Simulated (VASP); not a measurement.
Energy against volume of CoSi2 (fluorite). Method: PBE GGA with D4 dispersion, VASP's PBE PAW potentials (set 64) (plane waves; VASP 6.6.1). Run with 520 eV cut-off, 10×10×10 Γ-centred mesh, first-order Methfessel-Paxton smearing of 0.10 eV, potentials Co Si.

```csv
V (Å³/atom),E (eV/atom)
12.067,-6.89034
12.440,-6.89766
12.813,-6.89130
13.186,-6.87334
```

### Question
Fit these four points and predict the energy of the run at 11.693 Å³/atom.

### Answer
A cubic in V^(−2/3), the third-order Birch-Murnaghan form, passes through the four points with V0 = 12.44 Å³/atom and B0 = 195 GPa, and gives -6.8668 eV/atom there. The run gave -6.8668 eV/atom, +0.0 meV/atom from the fit; all five points give B0 = 195 GPa.

The compound is CoSi2 in the fluorite structure. It was relaxed first. The run is not spin-polarised, so no magnetic state was tried.
